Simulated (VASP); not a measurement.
These are SCAN meta-GGA, VASP's PBE PAW potentials (set 64) (plane waves; VASP) values and carry that method's errors.

A VASP calculation is set up with these files.

### POSCAR
```
CoGa
1
    2.8800000000     0.0000000000     0.0000000000
    0.0000000000     2.8800000000     0.0000000000
    0.0000000000     0.0000000000     2.8800000000
Ga Co
1 1
Direct
  0.5000000000   0.5000000000   0.5000000000
  0.0000000000   0.0000000000   0.0000000000
```

KPOINTS:
```
Automatic
0
G
 11 11 11
```

### INCAR
```
SYSTEM = CoGa
PREC = Accurate
ENCUT = 520
EDIFF = 1E-6
NELM = 100
ALGO = Normal
LREAL = .FALSE.
LASPH = .TRUE.
ISMEAR = 1
SIGMA = 0.1
METAGGA = SCAN
LMIXTAU = .TRUE.
LMAXMIX = 4
LWAVE = .FALSE.
LCHARG = .FALSE.
IBRION = 2
ISIF = 3
NSW = 60
EDIFFG = -0.01
```

POTCAR, in this order: Ga_d Co (PBE.64 set). Program: vasp_std.

The resulting files:

File OSZICAR:
```
       N       E                     dE             d eps       ncg     rms          rms(c)
DAV:   1     0.802583988403E+02    0.80258E+02   -0.11164E+04  1736   0.271E+03
DAV:   2    -0.315808386983E+02   -0.11184E+03   -0.10916E+03  1729   0.374E+02
DAV:   3    -0.374468749878E+02   -0.58660E+01   -0.58448E+01  2030   0.908E+01
DAV:   4    -0.375336062935E+02   -0.86731E-01   -0.86717E-01  2243   0.103E+01
DAV:   5    -0.375358931578E+02   -0.22869E-02   -0.22868E-02  2148   0.141E+00    0.114E+01
DAV:   6    -0.377112609054E+02   -0.17537E+00   -0.43789E+01  1810   0.942E+01    0.169E+01
DAV:   7    -0.337982499229E+02    0.39130E+01   -0.16940E+01  1736   0.601E+01    0.120E+00
DAV:   8    -0.339800087371E+02   -0.18176E+00   -0.76983E-01  2477   0.102E+01    0.197E+00
DAV:   9    -0.339608749862E+02    0.19134E-01   -0.29284E-01  1894   0.857E+00    0.427E-01
DAV:  10    -0.339659785926E+02   -0.51036E-02   -0.54084E-02  1729   0.261E+00    0.500E-01
DAV:  11    -0.339644815635E+02    0.14970E-02   -0.10474E-02  1953   0.139E+00    0.236E-01
DAV:  12    -0.339626909855E+02    0.17906E-02   -0.56201E-03  2115   0.108E+00    0.421E-02
DAV:  13    -0.339625399419E+02    0.15104E-03   -0.18102E-03  1736   0.577E-01    0.135E-02
DAV:  14    -0.339621388574E+02    0.40108E-03   -0.73085E-04  1757   0.368E-01    0.123E-02
DAV:  15    -0.339621601541E+02   -0.21297E-04   -0.14617E-05  2179   0.511E-02    0.386E-03
DAV:  16    -0.339621552446E+02    0.49095E-05   -0.11478E-05  1778   0.476E-02    0.200E-03
DAV:  17    -0.339621558775E+02   -0.63285E-06   -0.94966E-07  1428   0.134E-02
   1 F= -.33962156E+02 E0= -.33962345E+02  d E =-.339622E+02
       N       E                     dE             d eps       ncg     rms          rms(c)
DAV:   1    -0.375020314905E+02   -0.35399E+01   -0.44678E+01  1694   0.119E+02    0.141E+01
DAV:   2    -0.358671778693E+02    0.16349E+01   -0.27122E+01  1708   0.925E+01    0.988E+00
DAV:   3    -0.343270000672E+02    0.15402E+01   -0.11719E+01  1813   0.594E+01    0.440E+00
DAV:   4    -0.340390774340E+02    0.28792E+00   -0.80954E-01  2326   0.134E+01    0.131E+00
DAV:   5    -0.338963190589E+02    0.14276E+00   -0.23874E-01  2120   0.650E+00    0.728E-01
DAV:   6    -0.339523763048E+02   -0.56057E-01   -0.96467E-02  2070   0.496E+00    0.185E-01
DAV:   7    -0.339506334629E+02    0.17428E-02   -0.13420E-02  1762   0.160E+00    0.834E-02
DAV:   8    -0.339503807716E+02    0.25269E-03   -0.99354E-03  2368   0.138E+00    0.254E-01
DAV:   9    -0.339501610458E+02    0.21973E-03   -0.75986E-03  2070   0.126E+00    0.340E-02
DAV:  10    -0.339499800108E+02    0.18103E-03   -0.14962E-03  1702   0.513E-01    0.279E-02
DAV:  11    -0.339499556295E+02    0.24381E-04   -0.97872E-05  1757   0.137E-01    0.164E-02
DAV:  12    -0.339499525844E+02    0.30451E-05   -0.57141E-06  2144   0.317E-02    0.867E-03
DAV:  13    -0.339499554465E+02   -0.28621E-05   -0.18819E-06  1340   0.175E-02    0.513E-03
DAV:  14    -0.339499531160E+02    0.23305E-05   -0.80057E-06  2086   0.386E-02    0.854E-04
DAV:  15    -0.339499510668E+02    0.20491E-05   -0.63253E-07  1232   0.119E-02    0.619E-04
DAV:  16    -0.339499508040E+02    0.26284E-06   -0.80106E-08   854   0.381E-03
   2 F= -.33949951E+02 E0= -.33949981E+02  d E =0.122051E-01
       N       E                     dE             d eps       ncg     rms          rms(c)
DAV:   1    -0.349019432138E+02   -0.95199E+00   -0.12076E+01  1694   0.741E+01    0.699E+00
DAV:   2    -0.348870550873E+02    0.14888E-01   -0.94057E+00  1841   0.449E+01    0.594E+00
DAV:   3    -0.340886512019E+02    0.79840E+00   -0.40332E+00  1948   0.289E+01    0.206E+00
DAV:   4    -0.340133181299E+02    0.75333E-01   -0.14465E-01  2114   0.655E+00    0.617E-01
DAV:   5    -0.340070177389E+02    0.63004E-02   -0.48999E-02  2342   0.383E+00    0.263E-01
DAV:   6    -0.340103519276E+02   -0.33342E-02   -0.25295E-02  1838   0.233E+00    0.896E-02
DAV:   7    -0.340058538773E+02    0.44981E-02   -0.15502E-02  1694   0.164E+00    0.596E-02
DAV:   8    -0.340059041967E+02   -0.50319E-04   -0.30118E-04  1988   0.226E-01    0.389E-02
DAV:   9    -0.340059052453E+02   -0.10486E-05   -0.16181E-05  2228   0.519E-02    0.395E-02
DAV:  10    -0.340057509549E+02    0.15429E-03   -0.22712E-04  1818   0.217E-01    0.822E-03
DAV:  11    -0.340057545910E+02   -0.36361E-05   -0.84671E-06  1882   0.356E-02    0.916E-03
DAV:  12    -0.340057539095E+02    0.68151E-06   -0.96808E-06  1743   0.444E-02
   3 F= -.34005754E+02 E0= -.34005884E+02  d E =-.435980E-01
       N       E                     dE             d eps       ncg     rms          rms(c)
DAV:   1    -0.340118282541E+02   -0.60737E-02   -0.75873E-02  1694   0.550E+00    0.558E-01
DAV:   2    -0.340098592205E+02    0.19690E-02   -0.54157E-02  1780   0.354E+00    0.449E-01
DAV:   3    -0.340061579191E+02    0.37013E-02   -0.21809E-02  1828   0.234E+00    0.161E-01
DAV:   4    -0.340055623396E+02    0.59558E-03   -0.96268E-04  2100   0.528E-01    0.419E-02
DAV:   5    -0.340055607109E+02    0.16287E-05   -0.31558E-04  2445   0.315E-01    0.265E-02
DAV:   6    -0.340055959794E+02   -0.35268E-04   -0.88064E-05  2234   0.151E-01    0.344E-03
DAV:   7    -0.340056010460E+02   -0.50666E-05   -0.16805E-05  1701   0.517E-02    0.287E-03
DAV:   8    -0.340056134582E+02   -0.12412E-04   -0.31186E-06  1771   0.224E-02    0.234E-04
DAV:   9    -0.340056161115E+02   -0.26533E-05   -0.19432E-07   875   0.610E-03    0.400E-04
DAV:  10    -0.340056182209E+02   -0.21094E-05   -0.30699E-08   847   0.285E-03    0.203E-04
DAV:  11    -0.340056183789E+02   -0.15797E-06   -0.10644E-08   840   0.163E-03
   4 F= -.34005618E+02 E0= -.34005755E+02  d E =-.434625E-01
```

### OUTCAR
```
------------------------ aborting loop because EDIFF is reached ----------------------------------------
  FORCE on cell =-STRESS in cart. coord.  units (eV):
  Direction    XX          YY          ZZ          XY          YZ          ZX
  --------------------------------------------------------------------------------------
  Total        0.0113978      0.0113978      0.0113978     -0.0000000      0.0000000     -0.0000000
  in kB        0.8033934      0.8033934      0.8033934     -0.0000000      0.0000000     -0.0000000
  external PRESSURE =       0.8033934 kB  Pullay stress =       0.0000000 kB
  volume of cell :       22.73
      direct lattice vectors                 reciprocal lattice vectors
     2.832700039 -0.000000000  0.000000000     0.353020082  0.000000000  0.000000000
    -0.000000000  2.832700039 -0.000000000     0.000000000  0.353020082  0.000000000
    -0.000000000 -0.000000000  2.832700039    -0.000000000  0.000000000  0.353020082
 POSITION                                       TOTAL-FORCE (eV/Angst)
 -----------------------------------------------------------------------------------
      1.41635      1.41635      1.41635        -0.000000     -0.000000      0.000000
      0.00000      0.00000      0.00000         0.000000      0.000000      0.000000
 -----------------------------------------------------------------------------------
    total drift:                                0.000000      0.000000     -0.000000
  FREE ENERGIE OF THE ION-ELECTRON SYSTEM (eV)
  ---------------------------------------------------
  free  energy   TOTEN  =       -34.0056183789 eV

  energy  without entropy=      -34.0060284326  energy(sigma->0) =      -34.00575506

 reached required accuracy - stopping structural energy minimisation
```
(Selected blocks of OUTCAR.)

**CONTCAR**
```
CoGa
   1.00000000000000
     2.8327000390631465   -0.0000000000000000    0.0000000000000000
    -0.0000000000000000    2.8327000390631465   -0.0000000000000000
    -0.0000000000000000   -0.0000000000000000    2.8327000390631465
  Ga              Co
     1     1
Direct
     0.5000000000000000    0.5000000000000000    0.5000000000000000
     0.0000000000000000    0.0000000000000000    0.0000000000000000
```

Energy and stress use the plane-wave basis of the starting cell.

The compound is CoGa in the CsCl type structure. This run relaxes it. Symmetry was kept, so distortions that lower it aren't found. The run is not spin-polarised, so no magnetic state was tried.
